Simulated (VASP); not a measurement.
Method: PBE GGA, VASP's PBE PAW potentials (set 64) (plane waves; VASP).

VASP input:

**KPOINTS**
```
Automatic
0
Gamma
 9 9 9
0 0 0
```

### POSCAR
```
NiSi2
1.0
  0.0000000000   2.7192895656   2.7192895656
  2.7192895656   0.0000000000   2.7192895656
  2.7192895656   2.7192895656   0.0000000000
Si Ni
2 1
direct
  0.2500000000   0.2500000000   0.2500000000
  0.7500000000   0.7500000000   0.7500000000
  0.0000000000   0.0000000000   0.0000000000
```

**INCAR**
```
SYSTEM=NiSi2
PREC=Accurate; ENCUT=520; LREAL=.FALSE.
LASPH=.TRUE.
EDIFF=1E-6; NELM=100; ALGO=Normal
LMAXMIX=4
ISMEAR=1; SIGMA=0.1
GGA=PE
IBRION=2; NSW=60; ISIF=3
EDIFFG=-0.02
LWAVE=.FALSE.; LCHARG=.FALSE.
```

POTCAR, in this order: Si Ni (PBE.64 set). Program: vasp_std.

What will the output report for the number of irreducible k-points (NKPTS), largest plane-wave count, number of space-group operations, FFT grid (NGX, NGY, NGZ)?

The number of irreducible k-points (NKPTS) comes out as 35, the largest plane-wave count is 1094 and the number of space-group operations is 48. The FFT grid (NGX, NGY, NGZ) is 30 × 30 × 30.

The compound is NiSi2 in the fluorite structure. This run relaxes it. Symmetry was kept, so distortions that lower it aren't found. The start is the result of an earlier pass. The run is not spin-polarised, so no magnetic state was tried.
